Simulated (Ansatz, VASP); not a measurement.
**Cross-check of ZrInSn (ZrInSn in the AlB2 type) between VASP and Ansatz**

One calculation is typed for both programs; each brings its own data sets. How far apart do they land? The cell is generated by rule, not measured, and may not be a known phase. The cell is taken from a series of runs on this material, whose earlier steps may have relaxed, scaled, displaced or heated it; both programs get it as it stands.

Method: plane waves, with VASP 6.6.1 beside it; relaxation of cell and atoms at PBE and zone-centre phonons at PBE, in Ansatz 0.2.0.

## 1. Set-up

The structure is hexagonal, space group P-6m2 (No. 187). Conventional cell: a = 5.163 Å, b = 5.163 Å, c = 3.021 Å, α = 90.00°, β = 90.00°, γ = 120.00°. Zr has 2 Zr at 3.02 Å and 6 Sn at 3.34 Å and 6 In at 3.34 Å nearest. Nearest to Sn lie 3 In at 2.98 Å and 2 Sn at 3.02 Å and 6 Zr at 3.34 Å. Nearest to In lie 3 Sn at 2.98 Å and 2 In at 3.02 Å and 6 Zr at 3.34 Å. Farther neighbours are not listed.

## 2. Ansatz: relaxation of cell and atoms, PBE, pair 1

Ansatz runs on its PAW soft_1 files.

The relaxed volume is the usual yardstick between codes: in a stiff, nearly cubic crystal its relative difference is about their pressure difference at one cell divided by the bulk modulus.

input.yaml

```yaml
crystal:
  lattice:
    - [5.1629401047, 0.0, 0.0]
    - [-2.5814700523, 4.4712372889, 0.0]
    - [0.0, 0.0, 3.0214039688]
  atoms:
    - { symbol: Zr, position: [0.0, 0.0, 0.0] }
    - { symbol: Sn, position: [0.3333333333, 0.6666666667, 0.5] }
    - { symbol: In, position: [0.6666666667, 0.3333333333, 0.5] }
kpoints:
  mp_grid: { grid: [6, 6, 10] }
hamiltonian:
  xc: pbe
  pseudopotentials: { kind: paw, azcp: { folder: soft_1 } }
scf:
  occupations: { method: methfessel_paxton, width: 0.2 }
output:
  forces: true
  stress: true
  eigenvalues: true
relax:
  adjacent_minimum: "off"
  f_tol: 0.001
  max_steps: 60
  cell: { stress_tol: 0.01 }
```

The run is started by

```console
> ansatz run input.yaml --threads 4 --pin off --max-ram 12288MiB --backend cpu --events-out ev --progress --plain --runs-dir out
```

Numbers of over 12 decimals in the logs are rounded to 6 here.

The program printed:

```text
Engine: ansatz 0.2.0, x86_64-unknown-linux-gnu
Pseudopotentials: kind: paw
Pseudopotential: Zr, paw, valence charge 12, recommended cutoff 420 eV (normal), soft_1/Zr.paw.azcp
Pseudopotential: Sn, paw, valence charge 14, recommended cutoff 420 eV (normal), soft_1/Sn.paw.azcp
Pseudopotential: In, paw, valence charge 13, recommended cutoff 420 eV (normal), soft_1/In.paw.azcp
Functional definition: PBE
  parameter kappa = 0.804
  parameter beta = 0.066725
  exchange = pbe_x(kappa = kappa, mu = beta*pi^2/3)
  correlation = pbe_c(beta = beta)
Crystal: 3 atoms, lattice volume = 69.748 Å³
Basis set: ecut = 420 eV, 1337 PW (Γ), exchange–correlation on 72×72×48 points (8 copies of the dense FFT grid, shifted against one another)
Bands: 24, of which v1, the nominal top of the filled ones, is band 20 counted from 1 (19 counted from 0)
Symmetry: 12 space group operations
Space group: P-6m2 (ITA 187), of the structure as read, at distance tolerance 4.1e-5 Å
k-points: 42 of 360 (time reversal used)
Non-local potential: Zr, projectors of the file, l = 0: 3, l = 1: 2, l = 2: 2, l = 3: 1
Non-local potential: Sn, projectors of the file, l = 0: 2, l = 1: 2, l = 2: 2, l = 3: 1
Non-local potential: In, projectors of the file, l = 0: 2, l = 1: 2, l = 2: 2, l = 3: 1
PAW form: soft (Blöchl's): semilocal exchange-correlation on the pseudo side does not see the compensation charge
PAW one-centre angular grid: Zr, 590 points (default); XC on 64 Gauss nodes
PAW one-centre angular grid: Sn, 590 points (default); XC on 64 Gauss nodes
PAW one-centre angular grid: In, 590 points (default); XC on 64 Gauss nodes
Initial density: superposition of atomic densities (chi_scale 0.1, normalization cell, long waves kept (reshape's long-wave potential 0.00 eV rms))
Initial wavefunctions: pseudopotential atomic-orbital guess
Functional: x = pbe(κ = 0.804, μ = 0.219515), c = pbe(β = 0.066725)
SCF iter   1: F=—  HF=-15808.063609 eV  |F-HF|=—  |Δ(HF+E_count)|=         —  Δρ=5.72e-2  dr2=8.33e0  ethr=3.10e-3  ⟨swp⟩=5.9  Hψ=4775  notcnv=0
preconditioner: auto → Kerker (q_TF=auto, 2.476 Å⁻¹)  [metal: Δε(μ)=0.014 eV  Ē_g=13.123 eV  σ=0.200 eV  W_gap=0.06  n_scr=14 (ndim 8)  ℏωp=24.8 eV  f_vac=0.000  D(μ)=2.95/eV (n_scr^D=26)]
SCF iter   2: F=—  HF=-15806.659321 eV  |F-HF|=—  |Δ(HF+E_count)|=    1.40e0  S|Δr|=    0.00e0  Δρ=2.55e-2  dr2=1.36e0  ethr=3.10e-3  ⟨swp⟩=3.6  Hψ=2322  notcnv=0
SCF iter   3: F=—  HF=-15806.369070 eV  |F-HF|=—  |Δ(HF+E_count)|=   2.90e-1  S|Δr|=    0.00e0  Δρ=9.11e-3  dr2=1.17e-1  ethr=3.10e-3  ⟨swp⟩=2.0  Hψ=1386  notcnv=0
SCF iter   4: F=—  HF=-15806.335952 eV  |F-HF|=—  |Δ(HF+E_count)|=   3.31e-2  S|Δr|=    0.00e0  Δρ=1.71e-3  dr2=2.44e-3  ethr=3.00e-4  ⟨swp⟩=2.3  Hψ=1595  notcnv=0
SCF iter   5: F=—  HF=-15806.335495 eV  |F-HF|=—  |Δ(HF+E_count)|=   4.57e-4  S|Δr|=    0.00e0  Δρ=3.27e-4  dr2=7.90e-5  ethr=6.26e-6  ⟨swp⟩=2.3  Hψ=1727  notcnv=0
SCF iter   6: F=—  HF=-15806.335483 eV  |F-HF|=—  |Δ(HF+E_count)|=   1.21e-5  S|Δr|=    0.00e0  Δρ=7.94e-5  dr2=6.15e-6  ethr=2.02e-7  ⟨swp⟩=2.7  Hψ=1735  notcnv=0
SCF iter   7: F=—  HF=-15806.335482 eV  |F-HF|=—  |Δ(HF+E_count)|=   1.11e-6  S|Δr|=    0.00e0  Δρ=2.28e-5  dr2=2.73e-7  ethr=1.58e-8  ⟨swp⟩=2.0  Hψ=1694  notcnv=0
SCF iter   8: F=-15806.335482 eV  HF=-15806.335482 eV  |F-HF|=8.26e-10  |Δ(HF+E_count)|=   1.28e-7  S|Δr|=    0.00e0  Δρ=6.55e-6  dr2=2.72e-8  ethr=2.56e-10  ⟨swp⟩=7.1  Hψ=4962  notcnv=0
SCF 1 converged in 8 iterations: F = -15806.335482 eV  dr2 = 2.72e-8
  greatest PAW one-centre occupation: 0.996 electrons in one spin orbital (limit 2), on the Zr atom at site 0 (counted from 0), in its partial waves of l = 0
relax step   1: F+E_penalty+E_count = -15806.33548157 eV  Δ(F+E_penalty+E_count) = +0.000e0 eV  max|allowed force component| = 3.315e-17 eV/Å  Δτ_max = 0.0000 Å  P = -0.132 GPa  Ω = 69.748 Å³  (8 SCF iters, dr2 threshold 1.00e-7 eV, accepted)
[...]
relax step   2: F+E_penalty+E_count = -15806.33564246 eV  Δ(F+E_penalty+E_count) = -1.609e-4 eV  max|allowed force component| = 1.025e-16 eV/Å  Δτ_max = 0.0000 Å  P = +0.084 GPa  Ω = 69.531 Å³  energy of the carried Pulay correction = +2.266e-5 eV  (4 SCF iters, dr2 threshold 1.29e-7 eV, accepted)
[...]
relax step   3: F+E_penalty+E_count = -15806.33565419 eV  Δ(F+E_penalty+E_count) = -1.174e-5 eV  max|allowed force component| = 6.862e-17 eV/Å  Δτ_max = 0.0000 Å  P = -0.020 GPa  Ω = 69.624 Å³  energy of the carried Pulay correction = +1.296e-5 eV  (4 SCF iters, dr2 threshold 2.41e-8 eV, accepted)
[...]
relax step   4: F+E_penalty+E_count = -15806.33565765 eV  Δ(F+E_penalty+E_count) = -3.460e-6 eV  max|allowed force component| = 3.392e-17 eV/Å  Δτ_max = 0.0000 Å  P = +0.001 GPa  Ω = 69.608 Å³  energy of the carried Pulay correction = +1.458e-5 eV  (4 SCF iters, dr2 threshold 3.98e-9 eV, accepted)
[...]
relax step   5: F+E_penalty+E_count = -15806.33564340 eV  Δ(F+E_penalty+E_count) = +1.425e-5 eV  max|allowed force component| = 3.469e-17 eV/Å  Δτ_max = 0.0000 Å  P = +0.001 GPa  Ω = 69.608 Å³  stress off target by 4.58e-3 GPa  SCF on the basis re-selected at this cell (its energy is not comparable with the rows above)  (5 SCF iters)
basis re-selected at this cell: Δ(F+E_penalty+E_count) = +1.425e-5 eV, ΔP = -0.000 GPa vs the last step (what re-selecting the basis moved, of the pressure what is left beyond the Pulay correction that the steps carried, after the strain that the cell walked since its last selection, with what the two solves' SCF thresholds leave and, on support functions, any second-order correction that the steps lacked; it is no m [...]
SCF converged after 5 iterations
Stability not checked: this state was not tested for a lower state beside it, because cold or Methfessel-Paxton smearing, or corrected tetrahedra, fill the levels in a way that the test cannot read (fill_not_monotonic; see scf.lower_state_search)
Free energy (F): -15806.335643 eV
Harris-Foulkes:  -15806.335643 eV  (|F-HF|=1.82e-12)
Internal energy: -15806.336677 eV  (E = F + TS)
E sigma→0 (E₀):  -15806.335902 eV
Entropy (-TS):   0.001034 eV (0.345 meV/atom)
Fermi energy:    13.242352 eV
--- Per-component energies (eV) ---
  E_band       = -145.836559
  E_kinetic    = 703.718028
  E_local      = -2440.383598  (includes V_loc(G=0)·N_el)
  E_nonlocal   = 546.637998
  E_hartree    = 1046.790397
  E_xc         = -424.117685
  E_vxc        = -353.474302  (∫ρ·V_xc dr)
  E_paw        = -11543.141517  (= ΣΔE_a)
  E_vpaw       = -695.915877  (= ΣTr[D̂ρ^β])
  E_aug_tail   = 0.000411  (compensation charges beyond the density's cutoff)
  E_ewald      = -3695.840711
  E_smearing   = 0.001034  (= −TS)
  E_closure    = -0.000000  (closes the sum)
  Σ components = -15806.335643   (vs F -15806.335643, Δ=0.00e0)
--- Forces (eV/Å), atoms counted from 1 ---
  atom   1  Zr    -0.00000000     0.00000000     0.00000000
  atom   2  Sn    -0.00000000     0.00000000     0.00000000
  atom   3  In    -0.00000000     0.00000000     0.00000000
  max |Σ_I F_I| component: 8.33e-17 eV/Å
--- Stress (GPa, compression-positive) ---
       -0.001276      -0.000000       0.000000
       -0.000000      -0.001276       0.000000
        0.000000       0.000000       0.004581
  P = ⅓ Tr σ = 0.0007 GPa (0.007 kbar)
--- Band table (eV; the first three rows and the last of 42) ---
  k-point 0: bands = [... 16 lower, 9.7221, 9.7221, 11.6804, 13.6179, 13.6179, 16.3576, 16.3576, 17.2382]
  k-point 1: bands = [... 16 lower, 9.9011, 9.9011, 12.0079, 13.4208, 13.4208, 16.4754, 16.4754, 17.0037]
  k-point 2: bands = [... 16 lower, 10.4247, 10.4247, 12.6315, 12.9235, 12.9235, 15.2005, 16.7696, 16.7696]
  k-point 41: bands = [... 16 lower, 9.6722, 10.8850, 11.4920, 13.6929, 13.7467, 14.4186, 15.0802, 15.1679]
--- Relaxed structure (4 steps of the walk, 4 accepted, 1 SCFs on fresh bases) ---
  F+E_penalty+E_count = -15806.33564340 eV   max|allowed force component| = 3.469e-17 eV/Å   (the final SCF, on the basis selected at the relaxed cell)
  cell:  # Å, volume = 69.6085 Å³
    - [5.155262, -2.8824613378761237e-11, 0.0]
    - [-2.577631, 4.464588, 0.0]
    - [0.0, 0.0, 3.024336]
  atoms:
    - { symbol: Zr, position: [0, 0, 0.0] }
    - { symbol: Sn, position: [0.333333, 0.666667, 0.500000] }
    - { symbol: In, position: [0.666667, 0.333333, 0.500000] }
```

## 3. VASP: relaxation of cell and atoms, PBE, pair 1

The same cell, functional, mesh and smearing now go to VASP, with its own data sets.

Lines of VASP's logs that name or quote its potential files are left out, and so is its time.

INCAR

```
SYSTEM = ZrInSn
PREC = Accurate
ENCUT = 500
EDIFF = 1E-07
NELM = 120
ISMEAR = 1
SIGMA = 0.2
LREAL = .FALSE.
ALGO = Normal
GGA = PE
NBANDS = 25
LASPH = .TRUE.
LORBIT = 11
LWAVE = .FALSE.
LCHARG = .FALSE.
ISIF = 3
IBRION = 2
NSW = 80
EDIFFG = -0.005
GGA_COMPAT = .FALSE.
NELMIN = 4
KPAR = 2
```

POSCAR

```
ZrInSn
1.0
    5.1629400000      0.0000000000      0.0000000000
   -2.5814700000      4.4712370000      0.0000000000
    0.0000000000      0.0000000000      3.0214040000
Zr Sn In
1 1 1
Direct
    0.0000000000      0.0000000000      0.0000000000
    0.3333333706      0.6666667412      0.5000000000
    0.6666666294      0.3333332588      0.5000000000
```

KPOINTS

```
Automatic mesh
0
Gamma
6 6 10
0 0 0
```

PAW data sets: Zr_sv, Sn_d and In_d (PBE family, release 64).

The run is started by

```console
> mpirun -np 2 vasp_std
```

The program printed:

```text
[banner, memory and clock lines left out]
running    2 mpi-ranks, on    1 nodes
 distrk:  each k-point on    1 cores,    2 groups
 distr:  one band on    1 cores,    1 groups

 POSCAR found type information on POSCAR ZrSnIn
 POSCAR found :  3 types and       3 ions
 LDA part: xc-table for (Slater+PW92), standard interpolation
 POSCAR, INCAR and KPOINTS ok, starting setup
 FFT: planning ... GRIDC
 FFT: planning ... GRID_SOFT
 FFT: planning ... GRID
 WAVECAR not read
 entering main loop
       N       E                     dE             d eps       ncg     rms          rms(c)
DAV:   1     0.406570458460E+03    0.40657E+03   -0.19444E+04  2108   0.216E+03
DAV:   2     0.275862187724E+02   -0.37898E+03   -0.37218E+03  2156   0.514E+02
DAV:   3    -0.137401143022E+02   -0.41326E+02   -0.40816E+02  2638   0.177E+02
DAV:   4    -0.157359298121E+02   -0.19958E+01   -0.19874E+01  3377   0.354E+01
DAV:   5    -0.158035825710E+02   -0.67653E-01   -0.67569E-01  2973   0.549E+00    0.974E+00
DAV:   6    -0.152710397400E+02    0.53254E+00   -0.19729E+00  2600   0.799E+00    0.377E+00
DAV:   7    -0.152046694254E+02    0.66370E-01   -0.28067E-01  3285   0.439E+00    0.161E+00
DAV:   8    -0.151952396646E+02    0.94298E-02   -0.34750E-02  2692   0.135E+00    0.449E-01
DAV:   9    -0.151948492819E+02    0.39038E-03   -0.33679E-03  2697   0.647E-01    0.100E-01
DAV:  10    -0.151948784597E+02   -0.29178E-04   -0.37029E-04  3202   0.174E-01    0.322E-02
DAV:  11    -0.151948708010E+02    0.76587E-05   -0.32227E-05  2929   0.556E-02    0.104E-02
DAV:  12    -0.151948726855E+02   -0.18845E-05   -0.23475E-06  2785   0.118E-02    0.431E-03
DAV:  13    -0.151948720233E+02    0.66212E-06   -0.20515E-07  1961   0.360E-03    0.960E-04
DAV:  14    -0.151948719575E+02    0.65871E-07   -0.38201E-08  1369   0.195E-03
   1 F= -.15194872E+02 E0= -.15195113E+02  d E =-.151949E+02
[...]
2 F= -.15195018E+02 E0= -.15195347E+02  d E =-.146268E-03
[...]
3 F= -.15195019E+02 E0= -.15195341E+02  d E =-.147277E-03
[...]
4 F= -.15195031E+02 E0= -.15195376E+02  d E =-.112921E-04
 trial-energy change:   -0.000011  1 .order   -0.000013   -0.000038    0.000012
 step:   0.7091(harm=  0.7387)  dis= 0.00000  next Energy=   -15.195032 (dE=-0.131E-04)
 bond charge predicted
       N       E                     dE             d eps       ncg     rms          rms(c)
DAV:   1    -0.151950581310E+02   -0.27586E-04   -0.86009E-04  2421   0.313E-01    0.311E-02
DAV:   2    -0.151950370303E+02    0.21101E-04   -0.48543E-05  2801   0.824E-02    0.141E-02
DAV:   3    -0.151950311651E+02    0.58652E-05   -0.16254E-05  3091   0.443E-02    0.510E-03
DAV:   4    -0.151950318259E+02   -0.66076E-06   -0.11837E-06  2951   0.899E-03    0.224E-03
DAV:   5    -0.151950322427E+02   -0.41683E-06   -0.14632E-07  1718   0.294E-03    0.830E-04
DAV:   6    -0.151950323329E+02   -0.90194E-07   -0.43572E-08  1166   0.210E-03
   5 F= -.15195032E+02 E0= -.15195371E+02  d E =-.130987E-04
 curvature:  -0.41 expect dE=-0.122E-07 dE for cont linesearch -0.105E-07
 trial: gam=-0.02699 g(F)=  0.115E-40 g(S)=  0.297E-07 ort = 0.105E-05 (trialstep = 0.929E+00)
 search vector abs. value=  0.451E-08
 reached required accuracy - stopping structural energy minimisation
```

Parts of OUTCAR (step 3):

```text
ion  position               nearest neighbor table
   1  0.000  0.000  0.000-   3 3.34   3 3.34   2 3.34   2 3.34   2 3.34   3 3.34   2 3.34   3 3.34
                             3 3.34   3 3.34   2 3.34   2 3.34
   2  0.333  0.667  0.500-   3 2.98   3 2.98   3 2.98   1 3.34   1 3.34   1 3.34   1 3.34   1 3.34
                             1 3.34
   3  0.667  0.333  0.500-   2 2.98   2 2.98   2 2.98   1 3.34   1 3.34   1 3.34   1 3.34   1 3.34
                             1 3.34

  LATTYP: Found a hexagonal cell.
 ALAT       =     5.1629400000
 C/A-ratio  =     0.5852099773

 Subroutine GETGRP returns: Found 12 space group operations
 (whereof 12 operations were pure point group operations)

The static configuration has the point symmetry D_3h.

 Found     42 irreducible k-points:

   k-points           NKPTS =     42   k-points in BZ     NKDIM =     42   number of bands    NBANDS=     25

   dimension x,y,z NGX =    40 NGY =   40 NGZ =   24
   dimension x,y,z NGXF=    80 NGYF=   80 NGZF=   48

   ENCUT  =  500.0 eV  36.75 Ry    6.06 a.u.   9.41  9.41  5.51*2*pi/ulx,y,z

   NELECT =      39.0000    total number of electrons

 k-points in reciprocal lattice and weights: Automatic mesh
   0.00000000  0.00000000  0.00000000       0.003
   0.16666667  0.00000000  0.00000000       0.017
   0.33333333  0.00000000  0.00000000       0.017
   0.50000000 -0.00000000  0.00000000       0.008
   0.16666667  0.16666667  0.00000000       0.017
   0.33333333  0.16666667  0.00000000       0.033
   0.33333333  0.33333333  0.00000000       0.006
   0.00000000  0.00000000  0.10000000       0.006
   0.16666667  0.00000000  0.10000000       0.033
[...]
0.33333333  0.16666667  0.50000000       0.033
   0.33333333  0.33333333  0.50000000       0.006

 average (electrostatic) potential at core
       1 -74.6597       2 -97.6533       3 -91.9044

 E-fermi :   9.4334

 k-point     1 :       0.0000    0.0000    0.0000
  band No.  band energies     occupation
    ...
     15      -1.0896      2.00000
     16       5.4525      2.00000
     17       5.9133      2.00000
     18       5.9133      2.00000
     19       7.8714      2.00000
     20       9.8085     -0.02342
     21       9.8085     -0.02342
     22      12.5492     -0.00000
     23      12.5492     -0.00000
     24      13.4291     -0.00000
    ...

 k-point     2 :       0.1667    0.0000    0.0000
  band No.  band energies     occupation
    ...
     16       3.9854      2.00000
     17       5.9291      2.00000
     18       7.3372      2.00000
     19       7.8597      2.00000
     20       9.3991      1.28594
     21       9.6468     -0.06152
     22      12.4139     -0.00000
     23      12.5469     -0.00000
     24      13.5275      0.00000
     25      13.8117      0.00000

 k-point     3 :       0.3333    0.0000    0.0000
  band No.  band energies     occupation
    ...
     16       2.6028      2.00000
     17       5.9662      2.00000
     18       6.7583      2.00000
     19       8.7021      2.00000
     20       9.3515      1.63291
     21      10.3853     -0.00000
     22      12.2146     -0.00000
     23      12.5421     -0.00000
     24      13.5105      0.00000
     25      14.7906      0.00000

  Total        0.0002469      0.0002469      0.0013130      0.0000000     -0.0000000      0.0000000
  in kB        0.0056821      0.0056821      0.0302193      0.0000000     -0.0000000      0.0000000
  external PRESSURE =       0.0138612 kB  Pullay stress =       0.0000000 kB

  energy-cutoff  :      500.00
  volume of cell :       69.61
      direct lattice vectors                 reciprocal lattice vectors
     5.155261578  0.000000000  0.000000000     0.193976578  0.111992435 -0.000000000
    -2.577630789  4.464587293 -0.000000000     0.000000000  0.223984869  0.000000000
     0.000000000 -0.000000000  3.024514003     0.000000000  0.000000000  0.330631632

 POSITION                                       TOTAL-FORCE (eV/Angst)
 -----------------------------------------------------------------------------------
      0.00000     -0.00000      3.02451         0.000000      0.000000     -0.000000
      0.00000      2.97639      1.51226        -0.000000      0.000000     -0.000000
      2.57763      1.48820      1.51226         0.000000     -0.000000      0.000000
 -----------------------------------------------------------------------------------
    total drift:                                0.000000     -0.000042     -0.000000

  FREE ENERGIE OF THE ION-ELECTRON SYSTEM (eV)
  ---------------------------------------------------
  free  energy   TOTEN  =       -15.1950323329 eV

  energy  without entropy=      -15.1960479737  energy(sigma->0) =      -15.19537088

 reached required accuracy - stopping structural energy minimisation

 total charge
# of ion       s       p       d       tot
------------------------------------------
    1        2.155   5.940   1.668   9.763
    2        1.155   1.168  10.003  12.326
    3        0.877   0.746   9.860  11.484
--------------------------------------------------
tot          4.186   7.854  21.532  33.572

[... 3 further parts left out ...]
```

CONTCAR:

```
ZrInSn
   1.00000000000000
     5.1552615784107090    0.0000000000000000    0.0000000000000000
    -2.5776307892053545    4.4645872927271508   -0.0000000000000000
     0.0000000000000000   -0.0000000000000000    3.0245140034770110
  Zr              Sn              In
     1     1     1
Direct
     0.0000000000000000    0.0000000000000000    1.0000000000000000
     0.3333333706000019    0.6666667411999967    0.5000000000000000
     0.6666666293999981    0.3333332588000033    0.5000000000000000
```

This run has no spin polarisation. Its electron count is odd, so without a moment it is a metal by construction. The k-mesh is coarse for a metal. The run keeps the 12 symmetry operations of its start, so it cannot find a distortion of lower symmetry.

## 4. Comparison

Known differences besides the potentials themselves: the cutoff is 420 eV in Ansatz and 500 eV in VASP; Ansatz adds a Pulay correction to the stress that steers its cell, VASP none. Total energies have different zeros and are not compared.

Both answers:

| quantity | Ansatz | VASP | difference |
| --- | --- | --- | --- |
| volume (Å³) | 69.61 | 69.61 | -0.01 % |
| edge a after relaxation, in the typed setting (Å) | 5.155 | 5.155 | +0.00 % |
| edge c after relaxation, in the typed setting (Å) | 3.024 | 3.025 | -0.01 % |

(Part 1 of 2 ends here.)

[Lines on the potential files, build, host, timing and source positions are cut from VASP's logs without a mark.]

[Logs are printed without paths, hosts, clocks, repeated set-up lines and the standing remarks that a program may print on its own settings, such as how far it seeks lower states.]

[Hosts, paths, dates, database ids (printed as entryN), source tags and the programs' standing remarks are cut or masked in the printed files.]
